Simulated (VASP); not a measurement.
Given:

```xyz
3
Lattice="3.8870 0.0000 0.0000 -1.9435 3.3662 0.0000 0.0000 0.0000 5.2195" Properties=species:S:1:pos:R:3 pbc="T T T"
Te     0.0000     2.2441     1.3502
Te     1.9435     1.1221     3.8693
Rh     0.0000     0.0000     0.0000
```

The numbers are results of LDA (Ceperley-Alder, Perdew-Zunger), VASP's LDA PAW potentials (set 64) (plane waves; VASP 6.6.1), not measurements. Numerical set-up: 400 eV cut-off, Gaussian smearing of 0.050 eV, potentials Te Rh_pv.

Question: Give the energies of bands 6 to 16 at the high-symmetry points, in eV from the Fermi level.

Answer: 
```
band      Γ      M      K      A      L      H
----  -----  -----  -----  -----  -----  -----
6     -6.12  -5.70  -5.44  -4.32  -6.25  -5.42
7     -4.44  -3.78  -4.64  -4.32  -5.37  -5.42
8     -4.44  -3.72  -4.64  -3.45  -4.17  -4.31
9     -2.21  -3.23  -3.29  -2.25  -3.15  -3.64
10    -2.21  -2.96  -3.29  -2.25  -1.94  -2.73
11    -1.13  -2.56  -2.00  -1.76  -1.81  -2.73
12     0.58  -1.79  -1.43  -0.20  -1.52  -1.91
13     0.58  -1.72  -0.60  -0.20  -1.41  -1.24
14     2.12  -1.20  -0.60   0.24   0.02  -1.24
15     2.12   1.35   0.91   3.36   1.46   3.37
16     2.40   3.58   0.91   3.36   2.87   3.37
```

It has no gap at this level: it comes out as a metal or semimetal.

The structure comes from a computed database's Te2Rh entry (P-3m1); how it stands against other phases isn't given here. It was relaxed first, which changed the volume by -8 %. The electron count is odd and the run is not spin-polarised, which forces a metal.
